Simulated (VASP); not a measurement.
Given:

```
CELL_PARAMETERS angstrom
      0.00000     2.74177     2.74177
      2.74177     0.00000     2.74177
      2.74177     2.74177     0.00000
ATOMIC_POSITIONS crystal
  Si 0.25000 0.25000 0.25000
  Si 0.75000 0.75000 0.75000
  Ni 0.00000 0.00000 0.00000
```

All values below come from r2SCAN+rVV10, VASP's PBE PAW potentials (set 64) (plane waves; VASP). Numerical set-up: 520 eV cut-off, 10×10×10 Γ-centred mesh, first-order Methfessel-Paxton smearing of 0.10 eV, potentials Si Ni.

Question: Give the stress tensor in GPa (positive for a compressed cell).

Answer: 
```
-8.51   0.00   0.00
 0.00  -8.51   0.00
 0.00   0.00  -8.51
```
The pressure is its mean diagonal, -8.51 GPa.

The compound is NiSi2 in the fluorite structure. This cell is one point of a volume scan, at 1.06 of the reference volume. The run is not spin-polarised, so no magnetic state was tried.
